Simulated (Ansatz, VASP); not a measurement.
## One calculation of KSr3Mg, two programs

```
K Sr Mg
1.0
     5.97308    0.00000    0.00000
    -2.98654    5.17284    0.00000
     0.00000    0.00000    5.29130
K Sr Mg
1 3 1
Direct
  0.00000 0.00000 0.50000
  0.50000 0.00000 0.50000
  0.00000 0.50000 0.50000
  0.50000 0.50000 0.50000
  0.00000 0.00000 0.00000
```

Alike in both runs: task single point; functional PBE; k mesh 3 × 3 × 4; occupations gaussian, width 0.1 eV; no spin polarisation.

|  | VASP | Ansatz |
| --- | --- | --- |
| version | VASP 6.6.1 | Ansatz 0.2.0 |
| potentials or method | VASP PAW PBE potentials, release 64 (K_sv, Sr_sv, Mg) | scalar-relativistic, plane waves, PAW |
| plane-wave cutoff (eV) | 520 | 420 |
| valence electrons in the cell | 41 | 49 |

```csv
,VASP,Ansatz,Ansatz less VASP
gap on the k mesh at the Fermi level (eV),none,none,-
pressure (GPa),12.5,12.3,-0.13
largest component of the traceless stress (GPa),11.91,11.77,-0.149
```

A gap of «none» marks a metal or a gap that the smearing closes. The two sets of potentials don't hold the same shells in valence.

Caveats: the k mesh is coarse (spacing up to 0.40 Å⁻¹), so the values aren't converged.
